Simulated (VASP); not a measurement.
# Quasiparticle energies of WS2 (Tungstenite) in VASP, part 3 of 3

Aim: the quasiparticle gap of WS2 (Tungstenite), and what it costs to get it. The cell has space group P6_3/mmc. The start is a cell from a database of measured crystal structures.

VASP 6.6.1, plane waves and PAW; the level of theory is named at each step.

Still holding for the runs below: This run has no spin polarisation, although W can carry a moment.

So far, quasiparticle gap on the mesh (eV): step 5 (G0W0, ENCUTGW 80, bands in the sums 180) 1.87; step 7 (G0W0, ENCUTGW 120, bands in the sums 328) 1.88.

The database entry behind the starting cell differs from later determinations by our own check (an axis about 1.4 % long against later determinations), so it need not match the best structure at ambient conditions.

**8. Empty bands**

This step: LDA, no spin polarisation; plane waves and PAW (W_sv_GW, S_GW) (VASP 6.6.1).

The empty bands are made again, for the run that follows.

INCAR reads:

```
SYSTEM = WS2
PREC = Accurate
ENCUT = 340
ISMEAR = 0
SIGMA = 0.01
LREAL = .FALSE.
GGA = CA
NBANDS = 504
ALGO = Exact
NELM = 1
LWAVE = .TRUE.
LCHARG = .FALSE.
LOPTICS = .TRUE.
NEDOS = 1000
CSHIFT = 0.1
```

POSCAR reads:

```
WS2
1.0
    3.1800000000      0.0000000000      0.0000000000
   -1.5900000000      2.7539607840      0.0000000000
    0.0000000000      0.0000000000     12.5000000000
W S
2 4
Direct
    0.3333333333      0.6666666667      0.2500000000
    0.6666666667      0.3333333333      0.7500000000
    0.3333333333      0.6666666667      0.6260267440
    0.6666666667      0.3333333333      0.1260267440
    0.3333333333      0.6666666667      0.8739732560
    0.6666666667      0.3333333333      0.3739732560
```

KPOINTS reads:

```
Automatic mesh
0
Gamma
3 3 1
0 0 0
```

PAW data sets: W_sv_GW and S_GW (LDA family, release 64).

Run with:

```bash
> mpirun -np 4 vasp_std
```

What it wrote:

```text
[banner, memory and clock lines left out]
running    4 mpi-ranks, on    1 nodes
[...]
LDA part: xc-table for (Slater(with rela. corr.)+CA(PZ))
 , standard interpolation
 found WAVECAR, reading the header
  number of bands has changed, file:    32 present:   504
  trying to continue reading WAVECAR, but it might fail
 POSCAR, INCAR and KPOINTS ok, starting setup
[...]
reading WAVECAR
 random initialization beyond band           32
 the WAVECAR file was read successfully
 initial charge from wavefunction
 entering main loop
       N       E                     dE             d eps       ncg     rms          rms(c)
DIA:   1    -0.564305763601E+02   -0.56431E+02    0.00000E+00     0   0.000E+00
   1 F= -.56430576E+02 E0= -.56430576E+02  d E =-.173357E-29
 writing wavefunctions
 optical routines
 imaginary and real dielectric function
 recalculating local potential from charge density
 direction            1
 direction            2
 direction            3
```

The job ended after 9.2 s (4 MPI ranks of Intel Xeon Platinum 8488C (Sapphire Rapids), shared host; peak memory 0.78 GiB; 34 s of CPU time).

OUTCAR, selected parts (step 8):

```text
  Total       -4.3019259     -4.3019259     -2.8201981     -0.0000000      0.0000000      0.0000000
  in kB      -62.9620153    -62.9620153    -41.2757822     -0.0000000      0.0000000      0.0000000
  external PRESSURE =     -55.7332709 kB  Pullay stress =       0.0000000 kB

 POSITION                                       TOTAL-FORCE (eV/Angst)
 -----------------------------------------------------------------------------------
     -0.00000      1.83597      3.12500        -0.000000      0.000000      0.000000
      1.59000      0.91799      9.37500         0.000000      0.000000      0.000000
     -0.00000      1.83597      7.82533         0.000000     -0.000000      0.284681
      1.59000      0.91799      1.57533         0.000000     -0.000000      0.284681
     -0.00000      1.83597     10.92467         0.000000     -0.000000     -0.284681
      1.59000      0.91799      4.67467         0.000000     -0.000000     -0.284681
 -----------------------------------------------------------------------------------
    total drift:                               -0.000000      0.000000     -0.000000

  FREE ENERGIE OF THE ION-ELECTRON SYSTEM (eV)
  ---------------------------------------------------
  free  energy   TOTEN  =       -56.4305763601 eV

  energy  without entropy=      -56.4305763601  energy(sigma->0) =      -56.43057636

[... 1 part as in an earlier step ...]

[... 2 further parts left out ...]
[key lines of the parts left out:]
E-fermi :   7.3792
```

WAVECAR now holds 504 bands for 52 electrons.

**9. G0W0, ENCUTGW 160, bands in the sums 504**

This step: G0W0 on LDA, no spin polarisation; plane waves and PAW (W_sv_GW, S_GW) (VASP 6.6.1).

ENCUTGW rises to 160 eV and the bands with it, to about the number of plane waves under that cutoff.

INCAR reads:

```
SYSTEM = WS2
PREC = Accurate
ENCUT = 340
ISMEAR = 0
SIGMA = 0.01
LREAL = .FALSE.
GGA = CA
NBANDS = 504
ALGO = EVGW0
NELMGW = 1
ENCUTGW = 160
NOMEGA = 48
PRECFOCK = Fast
NBANDSGW = 36
LWAVE = .FALSE.
LCHARG = .FALSE.
```

POSCAR is that of step 8.

KPOINTS is that of step 8.

Run with:

```bash
> mpirun -np 4 vasp_std
```

What it wrote:

```text
[banner, memory and clock lines left out]
running    4 mpi-ranks, on    1 nodes
[...]
|                                                                             |
|           W    W    AA    RRRRR   N    N  II  N    N   GGGG   !!!           |
|           W    W   A  A   R    R  NN   N  II  NN   N  G    G  !!!           |
|           W    W  A    A  R    R  N N  N  II  N N  N  G       !!!           |
|           W WW W  AAAAAA  RRRRR   N  N N  II  N  N N  G  GGG   !            |
|           WW  WW  A    A  R   R   N   NN  II  N   NN  G    G                |
|           W    W  A    A  R    R  N    N  II  N    N   GGGG   !!!           |
|                                                                             |
|     The default for ENCUTGWSOFT is different in this version of VASP.       |
|     please manually set ENCUTGWSOFT =160 in the INCAR file.                 |
|                                                                             |

 LDA part: xc-table for (Slater(with rela. corr.)+CA(PZ))
[...]
125.580    0.000  163.656    0.000  236.152    0.000  427.024    0.000
 responsefunction array rank=     524
 LDA part: xc-table for (Slater(with rela. corr.)+CA(PZ))
 , standard interpolation

 min. memory requirement per mpi rank    360.7 MB, per node   1442.9 MB

 allocating  12 responsefunctions rank=   524
 shmem allocating  48 responsefunctions rank=   524
 response function shared by NCSHMEM nodes    1
 Doing           12  frequencies on each core in blocks of           48
NQ=   1    0.0000    0.0000    0.0000,
|.........|.........|.........|.........|.........|.........|.........|.........
 performed        332000 updates of chi_q(r,r)
 total number of BLAS operations        727.74 Gflops
NQ=   2    0.3333    0.0000    0.0000,
|.........|.........|.........|.........|.........|.........|.........|.........
 performed        882000 updates of chi_q(r,r)
 total number of BLAS operations       1846.01 Gflops
NQ=   3    0.3333    0.3333    0.0000,
|.........|.........|.........|.........|.........|.........|.........|.........
 performed       1287000 updates of chi_q(r,r)
 total number of BLAS operations       2602.13 Gflops
 resolving degeneracies of screened two electron integrals

 calculate QP shifts <psi_nk| G(iteration)W_0 |psi_nk>: iteration 1
 entering main loop
[key lines of the parts left out:]
E-fermi :   7.8483
```

It took 57 s on 4 MPI ranks; peak memory 1.7 GiB; 3.7 min of CPU time.

OUTCAR, selected parts (step 9):

```text
 QP shifts <psi_nk| G(iteration)W_0 |psi_nk>: iteration 1
 for sc-GW calculations column KS-energies equals QP-energies in previous step
 and V_xc(KS)=  KS-energies - (<T + V_ion + V_H > + <T+V_H+V_ion>^1  + <V_x>^1)
 k-point   1 :       0.0000    0.0000    0.0000
  band No.  KS-energies  QP-energies   sigma(KS)   V_xc(KS)     V^pw_x(r,r')   Z            occupation Imag(sigma)
    ...
     23       4.9620       4.6137     -15.8773     -15.4243     -17.5178       0.7687       2.0000       0.2937
     24       5.7437       5.1929     -14.5227     -13.8062     -16.4911       0.7688       2.0000       0.3055
     25       6.1666       5.9890     -14.4796     -14.2503     -15.2860       0.7744       2.0000       0.2131
     26       7.3010       7.1646     -15.5659     -15.3887     -16.1068       0.7694       2.0000       0.1608
     27       9.5101      10.1586     -14.2951     -15.1304     -10.0503       0.7764       0.0000      -0.3259
     28       9.5101      10.1586     -14.2951     -15.1304     -10.0503       0.7764       0.0000      -0.3259
     29       9.5148      10.1565     -14.2286     -15.0556      -9.9867       0.7760       0.0000      -0.3253
     30       9.5148      10.1565     -14.2286     -15.0556      -9.9867       0.7760       0.0000      -0.3253
    ...

[... 1 part as in an earlier step ...]

[... 2 further parts left out ...]
[key lines of the parts left out:]
E-fermi :   7.8483
```

The gap is now 1.890 eV, +6 meV against the GW run before. Spin-orbit coupling is left out. VASP warns that the automatic setting of its frequency mesh failed and advises more k points, so the value is in doubt.

**10. Empty bands**

This step: LDA, no spin polarisation; plane waves and PAW (W_sv_GW, S_GW) (VASP 6.6.1).

The empty bands are made again, for the run that follows.

INCAR reads:

```
SYSTEM = WS2
PREC = Accurate
ENCUT = 340
ISMEAR = 0
SIGMA = 0.01
LREAL = .FALSE.
GGA = CA
NBANDS = 704
ALGO = Exact
NELM = 1
LWAVE = .TRUE.
LCHARG = .FALSE.
LOPTICS = .TRUE.
NEDOS = 1000
CSHIFT = 0.1
```

POSCAR is that of step 9.

KPOINTS is that of step 9.

Run with:

```bash
> mpirun -np 4 vasp_std
```

What it wrote:

```text
[banner, memory and clock lines left out]
running    4 mpi-ranks, on    1 nodes
[...]
LDA part: xc-table for (Slater(with rela. corr.)+CA(PZ))
 , standard interpolation
 found WAVECAR, reading the header
  number of bands has changed, file:    32 present:   704
  trying to continue reading WAVECAR, but it might fail
 POSCAR, INCAR and KPOINTS ok, starting setup
[...]
reading WAVECAR
 random initialization beyond band           32
 the WAVECAR file was read successfully
 initial charge from wavefunction
 entering main loop
       N       E                     dE             d eps       ncg     rms          rms(c)
[... 1 cycle as in an earlier step ...]
   1 F= -.56430576E+02 E0= -.56430576E+02  d E =-.131786E-86
 writing wavefunctions
 optical routines
 imaginary and real dielectric function
 recalculating local potential from charge density
 direction            1
 direction            2
 direction            3
```

Elapsed: 11 s, on 4 MPI ranks; peak memory 0.79 GiB; 40 s of CPU time.

Parts of OUTCAR (step 10):

```text
  Total       -4.3019259     -4.3019259     -2.8201981      0.0000000      0.0000000      0.0000000
  in kB      -62.9620151    -62.9620151    -41.2757816      0.0000000      0.0000000      0.0000000
  external PRESSURE =     -55.7332706 kB  Pullay stress =       0.0000000 kB

 POSITION                                       TOTAL-FORCE (eV/Angst)
 -----------------------------------------------------------------------------------
     -0.00000      1.83597      3.12500        -0.000000     -0.000000      0.000000
      1.59000      0.91799      9.37500         0.000000      0.000000      0.000000
     -0.00000      1.83597      7.82533        -0.000000      0.000000      0.284681
      1.59000      0.91799      1.57533         0.000000     -0.000000      0.284681
     -0.00000      1.83597     10.92467        -0.000000      0.000000     -0.284681
      1.59000      0.91799      4.67467         0.000000     -0.000000     -0.284681
 -----------------------------------------------------------------------------------
    total drift:                               -0.000000      0.000000     -0.000000

[... 3 parts as in an earlier step ...]

[... 2 further parts left out ...]
[key lines of the parts left out:]
E-fermi :   7.4398
```

WAVECAR now holds 704 bands for 52 electrons.

**11. G0W0, ENCUTGW 200, bands in the sums 704**

This step: G0W0 on LDA, no spin polarisation; plane waves and PAW (W_sv_GW, S_GW) (VASP 6.6.1).

ENCUTGW rises to 200 eV and the bands with it, to about the number of plane waves under that cutoff.

INCAR reads:

```
SYSTEM = WS2
PREC = Accurate
ENCUT = 340
ISMEAR = 0
SIGMA = 0.01
LREAL = .FALSE.
GGA = CA
NBANDS = 704
ALGO = EVGW0
NELMGW = 1
ENCUTGW = 200
NOMEGA = 48
PRECFOCK = Fast
NBANDSGW = 36
LWAVE = .FALSE.
LCHARG = .FALSE.
```

POSCAR is that of step 10.

KPOINTS is that of step 10.

Run with:

```bash
> mpirun -np 4 vasp_std
```

What it wrote:

```text
[banner, memory and clock lines left out]
running    4 mpi-ranks, on    1 nodes
[...]
|                                                                             |
|           W    W    AA    RRRRR   N    N  II  N    N   GGGG   !!!           |
|           W    W   A  A   R    R  NN   N  II  NN   N  G    G  !!!           |
|           W    W  A    A  R    R  N N  N  II  N N  N  G       !!!           |
|           W WW W  AAAAAA  RRRRR   N  N N  II  N  N N  G  GGG   !            |
|           WW  WW  A    A  R   R   N   NN  II  N   NN  G    G                |
|           W    W  A    A  R    R  N    N  II  N    N   GGGG   !!!           |
|                                                                             |
|     The default for ENCUTGWSOFT is different in this version of VASP.       |
|     please manually set ENCUTGWSOFT =200 in the INCAR file.                 |
|                                                                             |

 LDA part: xc-table for (Slater(with rela. corr.)+CA(PZ))
[...]
110.612    0.000  138.340    0.000  185.491    0.000  283.025    0.000
 responsefunction array rank=     716
 LDA part: xc-table for (Slater(with rela. corr.)+CA(PZ))
 , standard interpolation

 min. memory requirement per mpi rank    600.3 MB, per node   2401.3 MB

 allocating  12 responsefunctions rank=   716
 shmem allocating  48 responsefunctions rank=   716
 response function shared by NCSHMEM nodes    1
 Doing           12  frequencies on each core in blocks of           48
NQ=   1    0.0000    0.0000    0.0000,
|.........|.........|.........|.........|.........|.........|.........|.........
 performed        469000 updates of chi_q(r,r)
 total number of BLAS operations       1908.90 Gflops
NQ=   2    0.3333    0.0000    0.0000,
|.........|.........|.........|.........|.........|.........|.........|.........
 performed       1242000 updates of chi_q(r,r)
 total number of BLAS operations       4872.09 Gflops
NQ=   3    0.3333    0.3333    0.0000,
|.........|.........|.........|.........|.........|.........|.........|.........
 performed       1812000 updates of chi_q(r,r)
 total number of BLAS operations       7008.30 Gflops
 resolving degeneracies of screened two electron integrals

 calculate QP shifts <psi_nk| G(iteration)W_0 |psi_nk>: iteration 1
 entering main loop
[key lines of the parts left out:]
E-fermi :   7.8483
```

Run time: 1.9 min. Hardware: 4 MPI ranks; peak memory 2.7 GiB; 7.3 min of CPU time.

From OUTCAR (step 11):

```text
 QP shifts <psi_nk| G(iteration)W_0 |psi_nk>: iteration 1
 for sc-GW calculations column KS-energies equals QP-energies in previous step
 and V_xc(KS)=  KS-energies - (<T + V_ion + V_H > + <T+V_H+V_ion>^1  + <V_x>^1)
 k-point   1 :       0.0000    0.0000    0.0000
  band No.  KS-energies  QP-energies   sigma(KS)   V_xc(KS)     V^pw_x(r,r')   Z            occupation Imag(sigma)
    ...
     23       4.9620       4.5199     -15.9999     -15.4243     -17.5178       0.7681       2.0000       0.2955
     24       5.7437       5.1038     -14.6385     -13.8062     -16.4911       0.7688       2.0000       0.3046
     25       6.1666       5.9153     -14.5750     -14.2503     -15.2860       0.7740       2.0000       0.2159
     26       7.3010       7.0747     -15.6831     -15.3887     -16.1068       0.7684       2.0000       0.1640
     27       9.5101      10.0722     -14.4062     -15.1304     -10.0503       0.7762       0.0000      -0.3219
     28       9.5101      10.0722     -14.4062     -15.1304     -10.0503       0.7762       0.0000      -0.3219
     29       9.5148      10.0704     -14.3394     -15.0556      -9.9867       0.7758       0.0000      -0.3215
     30       9.5148      10.0704     -14.3394     -15.0556      -9.9867       0.7758       0.0000      -0.3215
    ...

[... 1 part as in an earlier step ...]

[... 2 further parts left out ...]
[key lines of the parts left out:]
E-fermi :   7.8483
```

The gap is now 1.893 eV, +3 meV against the GW run before. Spin-orbit coupling is left out. VASP warns that the automatic setting of its frequency mesh failed and advises more k points, so the value is in doubt.

**12. Summary**

This step: GW series: G0W0 on LDA; plane waves and PAW (VASP 6.6.1).

This step runs nothing: it gathers the runs above.

This step gave:

* gap extrapolated to a complete basis: 1.901 eV
* direct gap extrapolated to a complete basis: 2.482 eV

Cost is wall time times ranks on a shared host, with the step that makes the empty bands. GW runs:

| level | bands | ENCUTGW (eV) | NOMEGA | k mesh | starting gap (eV) | quasiparticle gap (eV) | direct gap (eV) | cost (core minutes) |
| --- | --- | --- | --- | --- | --- | --- | --- | --- |
| G0W0 | 180 | 80 | 48 | 3x3x1 | 1.095 | 1.869 | 2.483 | 1.68 |
| G0W0 | 328 | 120 | 48 | 3x3x1 | 1.095 | 1.884 | 2.483 | 2.88 |
| G0W0 | 504 | 160 | 48 | 3x3x1 | 1.095 | 1.89 | 2.484 | 4.41 |
| G0W0 | 704 | 200 | 48 | 3x3x1 | 1.095 | 1.893 | 2.482 | 8.12 |

**13. Results**

| Item | Value |
| --- | --- |
| G0W0 on LDA, 704 bands, ENCUTGW 200 eV, NOMEGA 48, mesh 3×3×1 | 1.095 → 1.893 eV |
| G0W0 on LDA, 180 bands, ENCUTGW 80 eV, NOMEGA 48, mesh 3×3×1 | 1.095 → 1.869 eV |
| gap at a complete basis (linear in ENCUTGW^-3/2) | 1.90 eV |

G0W0 gives a quasiparticle gap of 1.893 eV on the mesh, 0.80 eV over the LDA gap on the same mesh. On this mesh the starting valence top lies at Γ and the conduction bottom at (0.333, 0.333, 0), so the starting gap is indirect. The steps of the series move the gap by +15, +6, +3 meV; the last costs 1.8 times the one before. The last step lies within a tolerance of 30 meV, picked for this account, and the last two together move the gap by +9 meV. Extrapolated from the last three points to a complete basis, the gap is 1.90 eV, +8 meV from the dearest run. The extrapolation removes the error of the response basis alone, at this mesh, ENCUT and data set. On a mesh this coarse the value is a test of cost more than a converged gap. Spin-orbit coupling is left out; with W in the cell it can split or shift band edges, by an amount that depends on which atoms form them and isn't tested here. The given cell is kept, although it stands at -5.6 GPa at LDA and ENCUT = 340 eV, which holds the mismatch of the given cell with this functional and any basis-set error; the relaxation of the atoms, at LDA and ENCUT = 400 eV, gave -3.6 GPa. The atoms were relaxed with other settings, and carry forces of up to 0.28 eV/Å in the first static run, at LDA. VASP warned that the automatic setting of its frequency mesh failed, and advised more k points, in all GW runs. Those values are in doubt. Not tabulated here, as repeats of values shown or as unfit to read for their mesh, reference level or band range: gaps (empty bands, relaxation); eps2 curves (empty bands); eps1 curves and static values (empty bands).

[Lines on the potential files, build, host, timing and source positions are cut from VASP's logs without a mark.]

[Logs are printed without paths, hosts, clocks, repeated set-up lines and the standing remarks that a program may print on its own settings, such as how far it seeks lower states.]

[Hosts, paths, dates, database ids (printed as entryN), source tags and the programs' standing remarks are cut or masked in the printed files.]

[Pressures printed for these runs are not shown converged in the cutoff: they can be off by several GPa and have the wrong sign.]
